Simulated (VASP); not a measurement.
Data:

```
ScS
1.0
    4.07860     0.00000     0.00000
   -2.03930     3.53217     0.00000
    0.00000     0.00000     6.70383
Sc S
2 2
Direct
  0.33333   0.66667   0.00022
  0.66667   0.33333   0.50022
  0.33333   0.66667   0.37478
  0.66667   0.33333   0.87478
```

Method: PBE GGA, VASP's PBE PAW potentials (set 64) (plane waves; VASP). Settings: 400 eV cut-off, 10×10×5 Γ-centred mesh, tetrahedra with Blöchl corrections, potentials Sc_sv S.

### Question
The job: ScS (relaxed from the wurtzite structure, space group P6_3mc), 4 atoms, PBE, static run, 400 eV, 10×10×5 Γ-centred mesh. Roughly how much core time does it take on a busy server core?

### Answer
About 50 core-seconds (one run on a shared machine, a rough figure). It had 42 irreducible k-points, 21 bands, up to 1786 plane waves and 16 electronic steps.

The structure was generated: ScS was put into the wurtzite type (P6_3mc), which need not be its known phase. It was relaxed first, which changed the volume by -25 %.
